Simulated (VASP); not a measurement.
The input files of a VASP run:

**KPOINTS**
```
Automatic mesh
0
G
18 18 18
```

### INCAR
```
ALGO  =  Normal
EDIFF  =  1E-7
ENCUT  =  520
GGA  =  PE
ISIF  =  2
ISMEAR  =  -5
IVDW  =  11
LASPH  =  .TRUE.
LCHARG  =  .TRUE.
LMAXMIX  =  4
LORBIT  =  11
LREAL  =  .FALSE.
LWAVE  =  .FALSE.
NEDOS  =  601
NELM  =  100
PREC  =  Accurate
SYSTEM  =  Pd
```

### POSCAR
```
Pd
1
   -0.0000000000     1.9431305767     1.9431305767
    1.9431305767     0.0000000000     1.9431305767
    1.9431305767     1.9431305767     0.0000000000
Pd
1
Direct
  0.0000000000   0.0000000000   0.0000000000
```

POTCAR, in this order: Pd (PBE.64 set). Program: vasp_std.

Question: Translate this PBE-D3 (zero damping) calculation to Quantum ESPRESSO's pw.x.

Answer: One equivalent input (not run):
```
&CONTROL
  calculation = 'scf'
  pseudo_dir = './pseudo'
  outdir = './out'
  tprnfor = .true.
  tstress = .true.
/
&SYSTEM
  ibrav = 0
  nat = 1
  ntyp = 1
  ecutwfc = 82
  occupations = 'tetrahedra'
  input_dft = 'pbe'
  vdw_corr = 'grimme-d3'
  dftd3_version = 3
  dftd3_threebody = .false.
/
&ELECTRONS
  conv_thr = 7.3e-09
  electron_maxstep = 100
/
ATOMIC_SPECIES
  Pd 106.420 Pd.upf
CELL_PARAMETERS angstrom
    -0.0000000    1.9431306    1.9431306
     1.9431306    0.0000000    1.9431306
     1.9431306    1.9431306    0.0000000
ATOMIC_POSITIONS crystal
  Pd   0.0000000  0.0000000  0.0000000
K_POINTS automatic
  18 18 18 0 0 0
```
What does not carry over: the potentials are each code's own (VASP's PAW set, PseudoDojo norm-conserving files in pw.x), so ENCUT and ecutwfc are chosen apart and not converted; conv_thr bounds pw.x's estimated SCF error, while EDIFF bounds the energy change between steps.

The compound is Pd in the fcc structure. It was relaxed first.
